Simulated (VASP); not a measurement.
# F3CSH in VASP: settings compared

One molecule, F3CSH, is run at these levels: PBE+TS, PBE; tasks: atomic charges, electron localisation function.

All numbers are computed with VASP 6.6.1; they aren't measurements. Logs are shortened: lines on timing, memory, paths and dates and some standing lists are left out, and cuts for length are marked.

## 1. The molecule as given

The cell holds a molecule in a box, 6 atoms: a = 12.000 Å, b = 12.000 Å, c = 12.000 Å, α = 90.00°, β = 90.00°, γ = 90.00°.

## 2. Atomic charges, PBE+TS

INCAR

```
SYSTEM = HCSF3
  PREC = Accurate
  ENCUT = 520
  EDIFF = 1E-6
  ISMEAR = 0
  SIGMA = 0.01
  LREAL = .False.
  LASPH = .True.
  NELM = 100
  ALGO = Normal
  ISIF = 2
  LWAVE = .False.
  LCHARG = .True.
  GGA = PE
  IVDW = 2
  LORBIT = 11
  LELF = .True.
  LVHAR = .True.
  LVACPOTAV = .True.
```

KPOINTS

```
regular mesh
0
Gamma
  1 1 1
  0 0 0
```

POSCAR

```
HCSF3
1.0
   12.0000000000      0.0000000000      0.0000000000
    0.0000000000     12.0000000000      0.0000000000
    0.0000000000      0.0000000000     12.0000000000
F C S H
3 1 1 1
Direct
    0.5449166700      0.4049875000      0.5936458300
    0.4167500000      0.3932875000      0.4680791700
    0.5854166700      0.4262291700      0.4197541700
    0.5091166700      0.4474625000      0.4976625000
    0.4861083300      0.5947125000      0.5177125000
    0.4528416700      0.6102125000      0.4120208300
```

Potentials or basis: VASP PAW PBE potentials, release 64 (F, C, S, H).

Run with:

```
cat potpaw_PBE.64/F/POTCAR potpaw_PBE.64/C/POTCAR potpaw_PBE.64/S/POTCAR potpaw_PBE.64/H/POTCAR > POTCAR
mpirun -np 1 vasp_gam > vasp.out
```

OUTCAR:

```text
SYSTEM = HCSF3
   PREC = Accurate
   ENCUT = 520
   EDIFF = 1E-6
   ISMEAR = 0
   LREAL = .False.
   LASPH = .True.
   NELM = 100
   ISIF = 2
   GGA = PE
   IVDW = 2
   LORBIT = 11
  IVDW =   2

 ion  position               nearest neighbor table
   1  0.545  0.405  0.594-   4 1.33
   2  0.417  0.393  0.468-   4 1.33
   3  0.585  0.426  0.420-   4 1.33
   4  0.509  0.447  0.498-   1 1.33   2 1.33   3 1.33   5 1.80
   5  0.486  0.595  0.518-   6 1.34   4 1.80
   6  0.453  0.610  0.412-   5 1.34

  LATTYP: Found a simple cubic cell.
 ALAT       =    12.0000000000

  Lattice vectors:

 A1 = (  12.0000000000,   0.0000000000,   0.0000000000)
 A2 = (   0.0000000000,  12.0000000000,   0.0000000000)
 A3 = (   0.0000000000,   0.0000000000,  12.0000000000)

Analysis of symmetry for initial positions (statically):
=====================================================================
 Subroutine PRICEL returns:
 Original cell was already a primitive cell.

 Routine SETGRP: Setting up the symmetry group for a
 simple cubic supercell.

 Subroutine GETGRP returns: Found  1 space group operations
 (whereof  1 operations were pure point group operations)
 out of a pool of 48 trial point group operations.

The static configuration has the point symmetry C_1 .

Analysis of symmetry for dynamics (positions and initial velocities):
=====================================================================
 Subroutine PRICEL returns:
 Original cell was already a primitive cell.

 Routine SETGRP: Setting up the symmetry group for a
 simple cubic supercell.

 Subroutine GETGRP returns: Found  1 space group operations
 (whereof  1 operations were pure point group operations)
 out of a pool of 48 trial point group operations.

The dynamic configuration has the point symmetry C_1 .

 Subroutine INISYM returns: Found  1 space group operations
 (whereof  1 operations are pure point group operations),
 and found     1 'primitive' translations

----------------------------------------------------------------------------------------

                                     Primitive cell

  volume of cell :    1728.0000

  direct lattice vectors                    reciprocal lattice vectors
    12.000000000  0.000000000  0.000000000     0.083333333  0.000000000  0.000000000
     0.000000000 12.000000000  0.000000000     0.000000000  0.083333333  0.000000000
     0.000000000  0.000000000 12.000000000     0.000000000  0.000000000  0.083333333

  length of vectors
    12.000000000 12.000000000 12.000000000     0.083333333  0.083333333  0.083333333
[... 89 lines left out ...]
   LORBIT       =     11    0 simple, 1 ext, 2 COOP (PROOUT), +10 PAW based schemes
   GGA     = PE    functional components
   LHFCALC =     F    Hartree Fock is set to
   AEXX    =    0.0000 exact exchange contribution
   IVDW    =     2    specifies the selected vdW correction
   LEPSILON=     F    determine dielectric tensor
   LRPA    =     F    only Hartree local field effects (RPA)
 non-spin polarized calculation
 Gauss-broadening in eV      SIGMA  =   0.01
  energy-cutoff  :      520.00
  volume of cell :     1728.00
 maximum number of plane-waves:     23293
 NGX is ok and might be reduce to    90
   NGX = 45   NGY = 45   NGZ = 45

 number of electron      31.9999994 magnetization

 Free energy of the ion-electron system (eV)
  ---------------------------------------------------
  ext. energy  EPLUGINS =         0.00000000
  ---------------------------------------------------
  free energy    TOTEN  =       -28.65194297 eV

  energy without entropy =      -28.65194297  energy(sigma->0) =      -28.65194297

 E-fermi :  -6.5015     XC(G=0):  -0.7405

 val. band max:       -6.6332367158   @ k =   0.0000   0.0000   0.0000
 cond. band min:      -1.2777094975   @ k =   0.0000   0.0000   0.0000
 fundamental gap:      5.3555272183
 Fermi energy:        -6.5014994125

 k-point     1 :       0.0000    0.0000    0.0000
  band No.  band energies     occupation
      1     -33.5442      2.00000
      2     -31.1511      2.00000
      3     -31.0163      2.00000
      4     -19.9780      2.00000
      5     -16.9458      2.00000
      6     -14.9111      2.00000
[... 12 lines left out ...]
     19       0.3139      0.00000
     20       0.8212      0.00000

------------------------ aborting loop because EDIFF is reached ----------------------------------------

  Hirshfeld charges:
            ion         q(e)
   ------------------------------
      1     F       -0.07812119
      2     F       -0.08530906
      3     F       -0.08525304
      4     C        0.21203472
      5     S       -0.02118606
      6     H        0.05783463

  Tkatchenko/Scheffler method for vdW energy calculation

  Number of pair interactions contributing to vdW energy:    6274

  Edisp (eV):   -0.00944

  FORCE on cell =-STRESS in cart. coord.  units (eV):
  Direction    XX          YY          ZZ          XY          YZ          ZX
  --------------------------------------------------------------------------------------
  -------------------------------------------------------------------------------------
  Total       2.25409     1.27749     2.53155     0.17984    -0.04451     0.08656
  in kB       2.08996     1.18447     2.34721     0.16675    -0.04127     0.08026
  external pressure =        1.87 kB  Pullay stress =        0.00 kB

 VOLUME and BASIS-vectors are now :
 -----------------------------------------------------------------------------
  energy-cutoff  :      520.00
  volume of cell :     1728.00
      direct lattice vectors                 reciprocal lattice vectors
    12.000000000  0.000000000  0.000000000     0.083333333  0.000000000  0.000000000
     0.000000000 12.000000000  0.000000000     0.000000000  0.083333333  0.000000000
     0.000000000  0.000000000 12.000000000     0.000000000  0.000000000  0.083333333

 POSITION                                       TOTAL-FORCE (eV/Angst)
 -----------------------------------------------------------------------------------
      6.53900      4.85985      7.12375         0.448312     -0.494346      1.229545
      5.00100      4.71945      5.61695        -1.178025     -0.678189     -0.365450
      7.02500      5.11475      5.03705         0.973144     -0.258769     -0.982916
      6.10940      5.36955      5.97195        -0.186316      1.036018      0.046477
      5.83330      7.13655      6.21255         0.000580      0.356088      0.245014
      5.43410      7.32255      4.94425        -0.057695      0.039198     -0.172670
 -----------------------------------------------------------------------------------
    total drift:                                0.002306     -0.004366      0.000017

  FREE ENERGIE OF THE ION-ELECTRON SYSTEM (eV)
  ---------------------------------------------------
  free  energy   TOTEN  =       -28.6613821925 eV

  energy  without entropy=      -28.6613821925  energy(sigma->0) =      -28.66138219

 total charge

# of ion       s       p       d       tot
------------------------------------------
    1        1.753   4.392   0.000   6.145
    2        1.754   4.390   0.000   6.144
    3        1.754   4.390   0.000   6.144
    4        0.804   1.562   0.000   2.366
    5        1.344   2.431   0.000   3.775
    6        0.564   0.038   0.000   0.602
--------------------------------------------------
tot          7.973  17.203   0.000  25.176
```

OSZICAR:

```text
N       E                     dE             d eps       ncg     rms          rms(c)
DAV:   1     0.322181528168E+03    0.32218E+03   -0.98151E+03    56   0.989E+02
DAV:   2     0.118310011762E+03   -0.20387E+03   -0.20058E+03    60   0.200E+02
DAV:   3    -0.110044254611E+02   -0.12931E+03   -0.12699E+03    64   0.120E+02
[... 16 lines left out ...]
DAV:  20    -0.286519221690E+02   -0.17745E-04   -0.30651E-07    32   0.297E-03    0.822E-04
DAV:  21    -0.286519377172E+02   -0.15548E-04   -0.93895E-07    40   0.468E-03    0.729E-04
DAV:  22    -0.286519407970E+02   -0.30799E-05   -0.93157E-08    32   0.292E-03    0.257E-04
DAV:  23    -0.286519423864E+02   -0.15894E-05   -0.63402E-08    32   0.164E-03    0.240E-04
DAV:  24    -0.286519429684E+02   -0.58194E-06   -0.12658E-08    32   0.134E-03
   1 F= -.28661382E+02 E0= -.28661382E+02  d E =-.240351E-77
```

It took 3.2 min on 1 thread of Intel Xeon Platinum 8559C (Emerald Rapids), shared host; peak memory 1.3 GiB.

Results:

```
Free energy                                           : -28.6614 eV
Largest force                                         : 1.408 eV/Å
Gap between the frontier levels                       : 5.36 eV
Valence electrons inside the program's atomic spheres : F 6.14; C 2.37; S 3.77; H 0.60
Hirshfeld charges                                     : F -0.08, -0.09; C +0.21; S -0.02; H +0.06 e
Dispersion energy per atom                            : -0.002 eV
```

Forces in eV/Å, atoms in the order of the input:
```
F    0.448 -0.494  1.230
F   -1.178 -0.678 -0.365
F    0.973 -0.259 -0.983
C   -0.186  1.036  0.046
S    0.001  0.356  0.245
H   -0.058  0.039 -0.173
```

Levels at points of the mesh, in eV from the valence-band top:
```
           k point  band 13  band 14  band 15  band 16  band 17  band 18  band 19  band 20
(0.00, 0.00, 0.00)    -3.27    -3.08    -2.25     0.00     5.36     6.08     6.95     7.45
```

PBE gaps usually lie below the measured ones, often by a third to a half.

## 3. Electron localisation function, PBE

INCAR

```
SYSTEM = HCSF3
ALGO     = Fast           ! electronic algorithm
EDIFF    = 1E-7           ! SCF threshold, eV
ENCUT    = 520            ! plane-wave cutoff, eV
GGA      = PE             ! functional
ISIF     = 2              ! what is computed and relaxed
ISMEAR   = 0              ! smearing method
LASPH    = .TRUE.         ! aspherical terms in the spheres
LCHARG   = .TRUE.         ! write CHGCAR
LELF     = .TRUE.         ! ELF
LREAL    = .FALSE.        ! projectors in reciprocal space
LWAVE    = .FALSE.        ! write WAVECAR
NELM     = 100            ! most SCF steps
PREC     = Accurate       ! precision mode
SIGMA    = 0.01           ! smearing width, eV
```

KPOINTS

```
k-points
0
G
  1 1 1
  0 0 0
```

POSCAR is that of step 2.

Potentials or basis: VASP PAW PBE potentials, release 64 (F, C, S, H).

Run with:

```
cat potpaw_PBE.64/F/POTCAR potpaw_PBE.64/C/POTCAR potpaw_PBE.64/S/POTCAR potpaw_PBE.64/H/POTCAR > POTCAR
mpirun -np 1 vasp_gam > vasp.out
```

OUTCAR:

```text
SYSTEM = HCSF3
   EDIFF = 1E-7
   ENCUT = 520
   GGA = PE
   ISIF = 2
   ISMEAR = 0
   LASPH = .TRUE.
   LREAL = .FALSE.
   NELM = 100
   PREC = Accurate

 ion  position               nearest neighbor table
   1  0.545  0.405  0.594-   4 1.33
   2  0.417  0.393  0.468-   4 1.33
   3  0.585  0.426  0.420-   4 1.33
   4  0.509  0.447  0.498-   1 1.33   2 1.33   3 1.33   5 1.80
[... 207 lines left out ...]
  --------------------------------------------------------------------------------------
  -------------------------------------------------------------------------------------
  Total        2.2455284      1.2436196      2.5301803      0.1846087     -0.0456306      0.0887499
  in kB        2.0820224      1.1530666      2.3459476      0.1711666     -0.0423081      0.0822877
  external PRESSURE =       1.8603455 kB  Pullay stress =       0.0000000 kB

 VOLUME and BASIS-vectors are now :
 -----------------------------------------------------------------------------
  energy-cutoff  :      520.00
  volume of cell :     1728.00
      direct lattice vectors                 reciprocal lattice vectors
    12.000000000  0.000000000  0.000000000     0.083333333  0.000000000  0.000000000
     0.000000000 12.000000000  0.000000000     0.000000000  0.083333333  0.000000000
     0.000000000  0.000000000 12.000000000     0.000000000  0.000000000  0.083333333

 POSITION                                       TOTAL-FORCE (eV/Angst)
 -----------------------------------------------------------------------------------
      6.53900      4.85985      7.12375         0.448206     -0.494409      1.229070
      5.00100      4.71945      5.61695        -1.174906     -0.670095     -0.365888
      7.02500      5.11475      5.03705         0.967633     -0.252357     -0.980872
      6.10940      5.36955      5.97195        -0.186632      1.037026      0.046027
      5.83330      7.13655      6.21255         0.001495      0.349752      0.243907
      5.43410      7.32255      4.94425        -0.055796      0.030082     -0.172244
 -----------------------------------------------------------------------------------
    total drift:                                0.002331     -0.004378      0.000052

  FREE ENERGIE OF THE ION-ELECTRON SYSTEM (eV)
  ---------------------------------------------------
  free  energy   TOTEN  =       -28.6519435491 eV

  energy  without entropy=      -28.6519435491  energy(sigma->0) =      -28.65194355
```

OSZICAR:

```text
N       E                     dE             d eps       ncg     rms          rms(c)
DAV:   1     0.322181528168E+03    0.32218E+03   -0.98151E+03    56   0.989E+02
DAV:   2     0.118310011762E+03   -0.20387E+03   -0.20058E+03    60   0.200E+02
DAV:   3    -0.110044254611E+02   -0.12931E+03   -0.12699E+03    64   0.120E+02
[... 19 lines left out ...]
RMM:  23    -0.286519419223E+02   -0.15306E-05   -0.14226E-07    33   0.211E-03    0.339E-04
RMM:  24    -0.286519430308E+02   -0.11085E-05   -0.46402E-08    30   0.100E-03    0.157E-04
RMM:  25    -0.286519432322E+02   -0.20147E-06   -0.13677E-08    25   0.647E-04    0.969E-05
RMM:  26    -0.286519434826E+02   -0.25031E-06   -0.48557E-09    20   0.478E-04    0.402E-05
RMM:  27    -0.286519435491E+02   -0.66535E-07   -0.22265E-09    18   0.428E-04
   1 F= -.28651944E+02 E0= -.28651944E+02  d E =-.150777E-84
```

It took 2.3 min on 1 thread of Intel Xeon Platinum 8559C (Emerald Rapids), shared host; peak memory 1.4 GiB.

Results:

| Item | Value |
| --- | --- |
| Free energy | -28.6519 eV |
| Largest force | 1.401 eV/Å |
| Gap between the frontier levels | 5.36 eV |

Forces in eV/Å, atoms in the order of the input:
```
F    0.448 -0.494  1.229
F   -1.175 -0.670 -0.366
F    0.968 -0.252 -0.981
C   -0.187  1.037  0.046
S    0.001  0.350  0.244
H   -0.056  0.030 -0.172
```

## 4. The reference run

An earlier run on the cell as given: functional PBE; potentials or basis VASP PAW PBE potentials, release 64 (F, C, S, H); cutoff 520 eV; k mesh 1 × 1 × 1; occupations gaussian, width 0.01 eV; no spin polarisation.

* Largest force: 1.401 eV/Å
* Gap between the frontier levels: 5.36 eV

## 5. The runs side by side

| task | level | gap on the mesh (eV) | largest force (eV/Å) |
| --- | --- | --- | --- |
| atomic charges | PBE+TS | 5.36 | 1.41 |
| electron localisation function | PBE | 5.36 | 1.40 |
| single point | PBE | 5.36 | 1.40 |

Alike in all rows: potentials or basis VASP PAW PBE potentials, release 64 (F, C, S, H); no spin polarisation; cell as given; k mesh 1 × 1 × 1; cutoff (eV) 520; smearing gaussian 0.01 eV.

On the cell as given the gap runs from 5.36 eV (PBE+TS) to 5.36 eV (PBE+TS).

Total energies depend on the potentials used, so only differences within one code and one set of settings carry meaning.
